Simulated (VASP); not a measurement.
Data:

MgS is modelled in the cubic space group Fm-3m (No. 225), the rock salt structure, Pearson symbol cF8. Cell: a = b = c = 5.2166 Å, α = β = γ = 90.00°. Mg on 4a is surrounded by 6 S at 2.608 Å (octahedral). S on 4b has 6 Mg at 2.608 Å (octahedral). (Neighbours: up to the widest gap in distance over summed covalent radii, below 1.35, at either atom; cation-cation and far metal-metal contacts left out.)
(The calculation used a cell of 2 atoms; values per cell refer to that cell.)

Method: TPSS meta-GGA, VASP's PBE PAW potentials (set 64) (plane waves; VASP). Settings: 520 eV cut-off, 9×9×9 Γ-centred mesh, Gaussian smearing of 0.050 eV, potentials Mg S.

Give the energy at these volumes per atom, relative to the lowest: 16.68, 17.21, 17.74, 18.28, 18.81 Å³.

17.2, 4.1, 0.0, 3.6, 13.9 meV/atom. A third-order Birch-Murnaghan fit gives B0 = 77.4 GPa and B0′ = 4.1.

Measured: bulk modulus 81.0 GPa at 0 K (computed value off by -4.5 %), a 5.188 Å at 0 K (computed value off by +0.6 %), as given by Tamar Goldzak et al., The Journal of Chemical Physics (2022), arXiv:2208.04865 [corrected for zero-point motion].

The compound is MgS in the rock salt structure. It was relaxed first.
